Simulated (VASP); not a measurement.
Level of theory: PBEsol GGA, VASP's PBE PAW potentials (set 64) (plane waves; VASP).

Input for VASP

### INCAR
```
ALGO = Normal
EDIFF = 1E-6
EDIFFG = -0.01
ENCUT = 520
GGA = PS
IBRION = 2
ISIF = 3
ISMEAR = 1
LASPH = .TRUE.
LCHARG = .FALSE.
LMAXMIX = 4
LREAL = .FALSE.
LWAVE = .FALSE.
NELM = 100
NSW = 60
PREC = Accurate
SIGMA = 0.1
SYSTEM = ZrB
```

**KPOINTS**
```
Automatic mesh
0
Gamma
11 11 11
0 0 0
```

### POSCAR
```
ZrB
1
    3.0004104774    -0.0000000000     0.0000000000
   -0.0000000000     3.0004104774     0.0000000000
   -0.0000000000     0.0000000000     3.0004104774
Zr B
1 1
Direct
  0.0000000000   0.0000000000   0.0000000000
  0.5000000000   0.5000000000   0.5000000000
```

POTCAR, in this order: Zr_sv B (PBE.64 set). Program: vasp_std.

What VASP printed:

OSZICAR:
```
       N       E                     dE             d eps       ncg     rms          rms(c)
DAV:   1     0.984565935830E+02    0.98457E+02   -0.81024E+03  1232   0.131E+03
DAV:   2    -0.130656010794E+02   -0.11152E+03   -0.10762E+03  1364   0.331E+02
DAV:   3    -0.174172377569E+02   -0.43516E+01   -0.41804E+01  1904   0.568E+01
DAV:   4    -0.175460883117E+02   -0.12885E+00   -0.12845E+00  1551   0.919E+00
DAV:   5    -0.175494196005E+02   -0.33313E-02   -0.33310E-02  1772   0.122E+00    0.170E+01
DAV:   6    -0.160102626214E+02    0.15392E+01   -0.78086E+00  1311   0.188E+01    0.677E+00
DAV:   7    -0.159598831805E+02    0.50379E-01   -0.36462E-01  1465   0.471E+00    0.453E+00
DAV:   8    -0.159568947020E+02    0.29885E-02   -0.71260E-02  1497   0.216E+00    0.254E-01
DAV:   9    -0.159545559922E+02    0.23387E-02   -0.11460E-02  1411   0.595E-01    0.145E-01
DAV:  10    -0.159548309194E+02   -0.27493E-03   -0.11791E-03  1582   0.286E-01    0.763E-02
DAV:  11    -0.159546594999E+02    0.17142E-03   -0.71521E-04  1347   0.162E-01    0.940E-03
DAV:  12    -0.159546600875E+02   -0.58753E-06   -0.13660E-05  1588   0.350E-02    0.257E-03
DAV:  13    -0.159546596791E+02    0.40838E-06   -0.54474E-07   747   0.862E-03
   1 F= -.15954660E+02 E0= -.15955199E+02  d E =-.159547E+02
       N       E                     dE             d eps       ncg     rms          rms(c)
DAV:   1    -0.159686108011E+02   -0.13951E-01   -0.41783E-01  1244   0.779E+00    0.135E+00
DAV:   2    -0.159554350968E+02    0.13176E-01   -0.39226E-02  1391   0.240E+00    0.330E-01
DAV:   3    -0.159541187337E+02    0.13164E-02   -0.10885E-02  1777   0.897E-01    0.168E-01
DAV:   4    -0.159543935910E+02   -0.27486E-03   -0.51676E-04  1597   0.173E-01    0.813E-02
DAV:   5    -0.159545743320E+02   -0.18074E-03   -0.35230E-04  1809   0.131E-01    0.677E-02
DAV:   6    -0.159546438219E+02   -0.69490E-04   -0.66467E-05  1976   0.669E-02    0.121E-02
DAV:   7    -0.159546460492E+02   -0.22273E-05   -0.25432E-06  1197   0.158E-02    0.354E-03
DAV:   8    -0.159546465535E+02   -0.50425E-06   -0.15320E-07   628   0.540E-03
   2 F= -.15954647E+02 E0= -.15955135E+02  d E =0.131256E-04
       N       E                     dE             d eps       ncg     rms          rms(c)
DAV:   1    -0.159585839409E+02   -0.39379E-02   -0.10502E-01  1238   0.392E+00    0.676E-01
DAV:   2    -0.159553079656E+02    0.32760E-02   -0.10377E-02  1400   0.123E+00    0.165E-01
DAV:   3    -0.159549666201E+02    0.34135E-03   -0.25465E-03  1764   0.434E-01    0.787E-02
DAV:   4    -0.159550274190E+02   -0.60799E-04   -0.12863E-04  1649   0.849E-02    0.415E-02
DAV:   5    -0.159550698278E+02   -0.42409E-04   -0.91540E-05  1826   0.655E-02    0.316E-02
DAV:   6    -0.159550800172E+02   -0.10189E-04   -0.13822E-05  1853   0.311E-02    0.596E-03
DAV:   7    -0.159550798758E+02    0.14137E-06   -0.52195E-07   646   0.768E-03
   3 F= -.15955080E+02 E0= -.15955592E+02  d E =-.420197E-03
```

OUTCAR:
```
------------------------ aborting loop because EDIFF is reached ----------------------------------------
  FORCE on cell =-STRESS in cart. coord.  units (eV):
  Direction    XX          YY          ZZ          XY          YZ          ZX
  --------------------------------------------------------------------------------------
  Total        0.0024864      0.0024864      0.0024864      0.0000000      0.0000000      0.0000000
  in kB        0.1482912      0.1482912      0.1482912      0.0000000      0.0000000      0.0000000
  external PRESSURE =       0.1482912 kB  Pullay stress =       0.0000000 kB
  volume of cell :       26.86
      direct lattice vectors                 reciprocal lattice vectors
     2.994939022  0.000000000  0.000000000     0.333896615 -0.000000000  0.000000000
     0.000000000  2.994939022  0.000000000    -0.000000000  0.333896615  0.000000000
    -0.000000000 -0.000000000  2.994939022    -0.000000000 -0.000000000  0.333896615
 POSITION                                       TOTAL-FORCE (eV/Angst)
 -----------------------------------------------------------------------------------
      0.00000      0.00000      0.00000        -0.000000     -0.000000     -0.000000
      1.49747      1.49747      1.49747         0.000000      0.000000      0.000000
 -----------------------------------------------------------------------------------
    total drift:                                0.000000      0.000000      0.000000
  FREE ENERGIE OF THE ION-ELECTRON SYSTEM (eV)
  ---------------------------------------------------
  free  energy   TOTEN  =       -15.9550798758 eV

  energy  without entropy=      -15.9566161414  energy(sigma->0) =      -15.95559196

 reached required accuracy - stopping structural energy minimisation
```
(Selected blocks of OUTCAR.)

**CONTCAR**
```
ZrB
   1.00000000000000
     2.9949390217327077    0.0000000000000000    0.0000000000000000
     0.0000000000000000    2.9949390217327077    0.0000000000000000
    -0.0000000000000000   -0.0000000000000000    2.9949390217327077
  Zr              B
     1     1
Direct
     0.0000000000000000    0.0000000000000000    0.0000000000000000
     0.5000000000000000    0.5000000000000000    0.5000000000000000
```

The structure was generated: ZrB was put into the CsCl type type (Pm-3m), which need not be its known phase. This run relaxes it. Symmetry was kept, so distortions that lower it aren't found. The start is the result of an earlier pass. The electron count is odd and the run is not spin-polarised, which forces a metal.
